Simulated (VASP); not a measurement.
```
NiC
1.0
    2.99069     0.00000     0.00000
   -1.49535     2.59002     0.00000
    0.00000     0.00000     5.19911
Ni C
2 2
Direct
  0.33333   0.66667   0.00397
  0.66667   0.33333   0.50397
  0.33333   0.66667   0.37103
  0.66667   0.33333   0.87103
```

All values below come from r2SCAN meta-GGA, VASP's PBE PAW potentials (set 64) (plane waves; VASP). Settings: 520 eV cut-off, 13×13×7 Γ-centred mesh, tetrahedra with Blöchl corrections, potentials Ni C.

The cores are frozen, which limits the accuracy of field gradients.

Task: Give the principal components of the electric field gradient (V/Å²) and the asymmetry η at each nucleus.

Result: 
```csv
atom,Vxx,Vyy,Vzz,η
Ni1,11.2,11.2,-22.4,0.00
Ni2,11.2,11.2,-22.4,0.00
C3,-0.6,-0.6,1.2,0.00
C4,-0.6,-0.6,1.2,0.00
```

The structure was generated: NiC was put into the wurtzite type (P6_3mc), which need not be its known phase. It was relaxed first, which changed the volume by -18 %. The run is not spin-polarised, so no magnetic state was tried.
